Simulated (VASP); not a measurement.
# Ru2Pb3 (P-6m2) in VASP: reference runs

Aim: a first look at Ru2Pb3 with PBE, on the cell as given.

Program: VASP 6.6.1. These are calculated values, not measurements. Logs are shortened: lines on timing, memory, paths and dates and some standing lists are left out, and cuts for length are marked.

## 1. Starting point

It takes space group P-6m2 (No. 187, hexagonal). Conventional cell: a = 4.733 Å, b = 4.733 Å, c = 5.812 Å, α = 90.00°, β = 90.00°, γ = 120.00°. Ru (site symmetry -6m2) has 8 Pb at 2.91 to 3.08 Å as nearest neighbours. Around Ru (site symmetry -6m2) lie 9 Pb at 2.73 to 3.11 Å. Around Pb (site symmetry 3m) lie 5 Pb at 2.85 to 3.11 Å and 6 Ru at 3.08 to 3.11 Å. Around Pb (site symmetry -6m2) lie 5 Ru at 2.73 to 2.91 Å and 6 Pb at 3.11 Å.

The cell was built by a generator and needn't be a form met in nature.

## 2. Single point, PBE

Input file INCAR:

```
SYSTEM = Ru2Pb3
ALGO = Normal ; EDIFF = 1E-7
ENCUT = 520 ; GGA = PE
ISIF = 2 ; ISMEAR = -1
LASPH = .TRUE. ; LCHARG = .TRUE.
LELF = .TRUE. ; LREAL = .FALSE.
LVHAR = .TRUE. ; LWAVE = .FALSE.
NBANDS = 43 ; NELM = 100
PREC = Accurate ; SIGMA = 0.05
```

Input file KPOINTS:

```
k-points
0
G
  7 7 5
  0 0 0
```

Input file POSCAR:

```
Ru2Pb3
1.0
    4.7327885800      0.0000000000      0.0000000000
   -2.3663942900      4.0987151400      0.0000000000
    0.0000000000      0.0000000000      5.8116928800
Ru Pb
2 3
Direct
    0.6666666700      0.3333333300      0.5000000000
    0.3333333300      0.6666666700      0.0000000000
    0.0000000000      0.0000000000      0.7454000100
    0.0000000000      0.0000000000      0.2545999900
    0.6666666700      0.3333333300      0.0000000000
```

Potentials or basis: VASP PAW PBE potentials, release 64 (Ru_pv, Pb_d).

On the command line:

```console
$ cat potpaw_PBE.64/Ru_pv/POTCAR potpaw_PBE.64/Pb_d/POTCAR > POTCAR
$ mpirun -np 1 vasp_std > vasp.out
```

OUTCAR:

```text
SYSTEM = Ru2Pb3
   EDIFF = 1E-7
   ENCUT = 520
   GGA = PE
   ISIF = 2
   ISMEAR = -1
   LASPH = .TRUE.
   LREAL = .FALSE.
   NELM = 100
   PREC = Accurate

 ion  position               nearest neighbor table
   1  0.667  0.333  0.500-   5 2.91   5 2.91   3 3.08   4 3.08   3 3.08   4 3.08   3 3.08   4 3.08

   2  0.333  0.667  0.000-   5 2.73   5 2.73   5 2.73   3 3.11   4 3.11   4 3.11   3 3.11   4 3.11
                             3 3.11
   3  0.000  0.000  0.745-   4 2.85   4 2.96   1 3.08   1 3.08   1 3.08   5 3.11   2 3.11   2 3.11
                             5 3.11   5 3.11   2 3.11
   4  0.000  0.000  0.255-   3 2.85   3 2.96   1 3.08   1 3.08   1 3.08   2 3.11   5 3.11   2 3.11
                             5 3.11   5 3.11   2 3.11
   5  0.667  0.333  0.000-   2 2.73   2 2.73   2 2.73   1 2.91   1 2.91   3 3.11   4 3.11   3 3.11
                             4 3.11   3 3.11   4 3.11

  LATTYP: Found a hexagonal cell.
 ALAT       =     4.7327885800
 C/A-ratio  =     1.2279637642

  Lattice vectors:

 A1 = (   4.7327885800,   0.0000000000,   0.0000000000)
 A2 = (  -2.3663942900,   4.0987151400,   0.0000000000)
 A3 = (   0.0000000000,   0.0000000000,   5.8116928800)

Analysis of symmetry for initial positions (statically):
=====================================================================
 Subroutine PRICEL returns:
 Original cell was already a primitive cell.

 Routine SETGRP: Setting up the symmetry group for a
 hexagonal supercell.

 Subroutine GETGRP returns: Found 12 space group operations
 (whereof 12 operations were pure point group operations)
 out of a pool of 24 trial point group operations.

The static configuration has the point symmetry D_3h.

Analysis of symmetry for dynamics (positions and initial velocities):
=====================================================================
 Subroutine PRICEL returns:
 Original cell was already a primitive cell.

 Routine SETGRP: Setting up the symmetry group for a
 hexagonal supercell.

 Subroutine GETGRP returns: Found 12 space group operations
 (whereof 12 operations were pure point group operations)
 out of a pool of 24 trial point group operations.

The dynamic configuration has the point symmetry D_3h.

 Subroutine INISYM returns: Found 12 space group operations
 (whereof 12 operations are pure point group operations),
 and found     1 'primitive' translations

----------------------------------------------------------------------------------------

                                     Primitive cell

  volume of cell :     112.7373

  direct lattice vectors                    reciprocal lattice vectors
     4.732788580  0.000000000  0.000000000     0.211291923  0.121989449  0.000000000
    -2.366394290  4.098715140  0.000000000     0.000000000  0.243978897  0.000000000
     0.000000000  0.000000000  5.811692880     0.000000000  0.000000000  0.172066904

  length of vectors
     4.732788580  4.732788579  5.811692880     0.243978897  0.243978897  0.172066904

  position of ions in fractional coordinates (direct lattice)
     0.666666670  0.333333330  0.500000000
     0.333333330  0.666666670  0.000000000
     0.000000000  0.000000000  0.745400010
     0.000000000  0.000000000  0.254599990
     0.666666670  0.333333330  0.000000000

  ion indices of the primitive-cell ions
   primitive index   ion index
                 1           1
                 2           2
                 3           3
                 4           4
                 5           5

----------------------------------------------------------------------------------------

 KPOINTS: k-points

Automatic generation of k-mesh.
 Grid dimensions read from file:
 generate k-points for:    7    7    5

 Generating k-lattice:

  Cartesian coordinates                     Fractional coordinates (reciprocal lattice)
     0.030184560  0.017427064  0.000000000     0.142857143  0.000000000  0.000000000
     0.000000000  0.034854128  0.000000000     0.000000000  0.142857143  0.000000000
     0.000000000  0.000000000  0.034413381     0.000000000  0.000000000  0.200000000

  Length of vectors
     0.034854128  0.034854128  0.034413381

  Shift w.r.t. Gamma in fractional coordinates (k-lattice)
     0.000000000  0.000000000  0.000000000

 Subroutine IBZKPT returns following result:
 ===========================================

 Found     24 irreducible k-points:

 Following reciprocal coordinates:
            Coordinates               Weight
  0.000000  0.000000  0.000000      1.000000
  0.142857  0.000000  0.000000      6.000000
  0.285714  0.000000  0.000000      6.000000
  0.428571  0.000000  0.000000      6.000000
  0.142857  0.142857  0.000000      6.000000
  0.285714  0.142857  0.000000     12.000000
[... 16 lines left out ...]
  0.428571  0.142857  0.400000     12.000000
  0.285714  0.285714  0.400000     12.000000
   k-points           NKPTS =     24   k-points in BZ     NKDIM =     24   number of bands    NBANDS=     43
   number of dos      NEDOS =    301   number of ions     NIONS =      5
   total plane-waves  NPLWV =  62208
   dimension x,y,z NGX =    36 NGY =   36 NGZ =   48
   dimension x,y,z NGXF=    72 NGYF=   72 NGZF=   96
   ions per type =               2   3
   NGX,Y,Z   is equivalent  to a cutoff of  12.65, 12.65, 13.73 a.u.
   NGXF,Y,Z  is equivalent  to a cutoff of  25.29, 25.29, 27.46 a.u.
 SYSTEM =  Ru2Pb3
   PREC   = accura    normal or accurate (medium, high low for compatibility)
   ISTART =      0    job   : 0-new  1-cont  2-samecut
   ICHARG =      2    charge: 1-file 2-atom 10-const
   ISPIN  =      1    spin polarized calculation?
   LNONCOLLINEAR =      F non collinear calculations
   LSORBIT =      F    spin-orbit coupling
   LASPH  =      T    aspherical Exc in radial PAW
   ENCUT  =  520.0 eV  38.22 Ry    6.18 a.u.   8.80  8.80 10.81*2*pi/ulx,y,z
   NELM   =    100;   NELMIN=  2; NELMDL= -5     # of ELM steps
   EDIFF  = 0.1E-06   stopping-criterion for ELM
   LREAL  =      F    real-space projection
   EDIFFG = 0.1E-05   stopping-criterion for IOM
   NSW    =      0    number of steps for IOM
   IBRION =     -1    ionic relax: 0-MD 1-quasi-New 2-CG
   NFREE  =      0    steps in history (QN), initial steepest desc. (CG)
   ISIF   =      2    stress and relaxation
   ISYM   =      2    0-nonsym 1-usesym 2-fastsym
   POTIM  = 0.5000    time-step for ionic-motion
   TEBEG  =    0.0;   TEEND  =   0.0 temperature during run
   PSTRESS=    0.0 pullay stress
   NELECT =      70.0000    total number of electrons
   NUPDOWN=      -1.0000    fix difference up-down
   EMIN   =  10.00;   EMAX   =-10.00  energy-range for DOS
   EFERMI =   0.00;   METHOD = LEGACY
   ISMEAR =    -1;   SIGMA  =   0.05  broadening in eV -4-tet -1-fermi 0-gaus
   EFERMI_NEDOS =   21; number of points for ismear=-14 and -15
   IALGO  =     38    algorithm
   IMIX   =      4    mixing-type and parameters
     AMIX     =   0.40;   BMIX     =  1.00
     AMIX_MAG =   1.60;   BMIX_MAG =  1.00
  volume/ion in A,a.u.               =      22.55       152.16
  Fermi-wavevector in a.u.,A,eV,Ry     =   1.396642  2.639270 26.539634  1.950608
  Thomas-Fermi vector in A             =   2.519976
   LORBIT       =      0    0 simple, 1 ext, 2 COOP (PROOUT), +10 PAW based schemes
   GGA     = PE    functional components
   LHFCALC =     F    Hartree Fock is set to
   AEXX    =    0.0000 exact exchange contribution
   IVDW    =     0    specifies the selected vdW correction
   LEPSILON=     F    determine dielectric tensor
   LRPA    =     F    only Hartree local field effects (RPA)
 non-spin polarized calculation
  energy-cutoff  :      520.00
  volume of cell :      112.74
 maximum number of plane-waves:      3052
 NGX is ok and might be reduce to    36
   NGX = 17   NGY = 17   NGZ = 21

 number of electron      70.0000026 magnetization

 Free energy of the ion-electron system (eV)
  ---------------------------------------------------
  ext. energy  EPLUGINS =         0.00000000
  ---------------------------------------------------
  free energy    TOTEN  =       -23.50461185 eV

  energy without entropy =      -23.43080280  energy(sigma->0) =      -23.46770732

 E-fermi :   8.7008     XC(G=0): -11.3003

 val. band max:        8.7007645898   @ k =   0.2857   0.2857   0.2000
 cond. band min:       8.7008778714   @ k =   0.4286   0.1429   0.2000
 fundamental gap:      0.0001132817
 Fermi energy:         8.7007936545

 k-point     1 :       0.0000    0.0000    0.0000
  band No.  band energies     occupation
      1     -33.0662      2.00000
      2     -33.0662      2.00000
      3     -33.0134      2.00000
      4     -32.9476      2.00000
      5     -32.9476      2.00000
      6     -32.9151      2.00000
[... 35 lines left out ...]
     42      12.7740      0.00000
     43      12.7740      0.00000

 k-point     2 :       0.1429    0.0000    0.0000
  band No.  band energies     occupation
      1     -33.0665      2.00000
      2     -33.0662      2.00000
      3     -33.0134      2.00000
      4     -32.9478      2.00000
      5     -32.9477      2.00000
      6     -32.9151      2.00000
[... 35 lines left out ...]
     42      13.0447      0.00000
     43      13.3577      0.00000

 k-point     3 :       0.2857    0.0000    0.0000
  band No.  band energies     occupation
      1     -33.0671      2.00000
      2     -33.0661      2.00000
      3     -33.0132      2.00000
      4     -32.9481      2.00000
      5     -32.9478      2.00000
      6     -32.9152      2.00000
[... 35 lines left out ...]
     42      13.1959      0.00000
     43      13.4900      0.00000

 k-point     4 :       0.4286    0.0000    0.0000
  band No.  band energies     occupation
      1     -33.0676      2.00000
      2     -33.0660      2.00000
      3     -33.0131      2.00000
      4     -32.9484      2.00000
      5     -32.9478      2.00000
      6     -32.9153      2.00000
[... 863 lines left out ...]
     42      13.4347      0.00000
     43      14.5448      0.00000

 k-point    23 :       0.4286    0.1429    0.4000
  band No.  band energies     occupation
      1     -33.0679      2.00000
      2     -33.0661      2.00000
      3     -33.0137      2.00000
      4     -32.9487      2.00000
      5     -32.9480      2.00000
      6     -32.9150      2.00000
[... 35 lines left out ...]
     42      13.4260      0.00000
     43      15.3788      0.00000

 k-point    24 :       0.2857    0.2857    0.4000
  band No.  band energies     occupation
      1     -33.0678      2.00000
      2     -33.0662      2.00000
      3     -33.0137      2.00000
      4     -32.9486      2.00000
      5     -32.9482      2.00000
      6     -32.9150      2.00000
[... 35 lines left out ...]
     42      14.3112      0.00000
     43      14.6876      0.00000

------------------------ aborting loop because EDIFF is reached ----------------------------------------

  FORCE on cell =-STRESS in cart. coord.  units (eV):
  Direction    XX          YY          ZZ          XY          YZ          ZX
  --------------------------------------------------------------------------------------
  -------------------------------------------------------------------------------------
  Total        3.1733804      3.1733804      7.5127743      0.0000000     -0.0000000     -0.0000000
  in kB       45.0988244     45.0988244    106.7685703      0.0000000     -0.0000000     -0.0000000
  external PRESSURE =      65.6554064 kB  Pullay stress =       0.0000000 kB

 VOLUME and BASIS-vectors are now :
 -----------------------------------------------------------------------------
  energy-cutoff  :      520.00
  volume of cell :      112.74
      direct lattice vectors                 reciprocal lattice vectors
     4.732788580  0.000000000  0.000000000     0.211291923  0.121989449  0.000000000
    -2.366394290  4.098715140  0.000000000     0.000000000  0.243978897  0.000000000
     0.000000000  0.000000000  5.811692880     0.000000000  0.000000000  0.172066904

 POSITION                                       TOTAL-FORCE (eV/Angst)
 -----------------------------------------------------------------------------------
      2.36639      1.36624      2.90585        -0.000000     -0.000000      0.000000
     -0.00000      2.73248      0.00000        -0.000000     -0.000000      0.000000
      0.00000      0.00000      4.33204         0.000000     -0.000000     -1.167760
      0.00000      0.00000      1.47966         0.000000     -0.000000      1.167760
      2.36639      1.36624      0.00000         0.000000      0.000000      0.000000
 -----------------------------------------------------------------------------------
    total drift:                               -0.000020      0.000012      0.000000

  FREE ENERGIE OF THE ION-ELECTRON SYSTEM (eV)
  ---------------------------------------------------
  free  energy   TOTEN  =       -23.5046118453 eV

  energy  without entropy=      -23.4308027970  energy(sigma->0) =      -23.46770732
```

Wall time 2.6 min (1 thread of Intel Xeon Platinum 8375C at 2.90GHz (Ice Lake), shared host); peak memory 0.28 GiB.

What came out:

- Free energy: -23.5046 eV
- Pressure: 6.6 GPa
- Largest force: 1.168 eV/Å
- Band gap on the k mesh: none (metal or under the smearing width)

Forces on the atoms (eV/Å):
```
Ru   0.000  0.000  0.000
Ru   0.000  0.000  0.000
Pb   0.000  0.000 -1.168
Pb   0.000  0.000  1.168
Pb   0.000  0.000  0.000
```

Caveat: forces of over 1 eV/Å show positions far from the minimum, so gaps and moduli don't describe the material at rest.
